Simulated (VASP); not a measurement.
```
AgAu3
1.0
    4.12163     0.00000     0.00000
    0.00000     4.12163     0.00000
    0.00000     0.00000     4.12163
Ag Au
1 3
Cartesian
  2.06081   2.06081   2.06081
  2.06081   0.00000   0.00000
  0.00000   2.06081   0.00000
  0.00000   0.00000   2.06081
```

Method: LDA (Ceperley-Alder, Perdew-Zunger), VASP's LDA PAW potentials (set 64) (plane waves; VASP). Run with 300 eV cut-off, 6×6×6 Γ-centred mesh, Fermi-Dirac smearing of 0.10 eV, potentials Ag Au.

At this cut-off the stress carries a Pulay error, which pulls relaxed volumes low.

Problem. Give the stress tensor in GPa (positive for a compressed cell).

Solution. 
```
-9.96   0.00   0.00
 0.00  -9.96   0.00
 0.00   0.00  -9.96
```
The pressure is its mean diagonal, -9.96 GPa.

The structure comes from a computed database's AgAu3 entry (Pm-3m); how it stands against other phases isn't given here. The cell was not relaxed at this level.
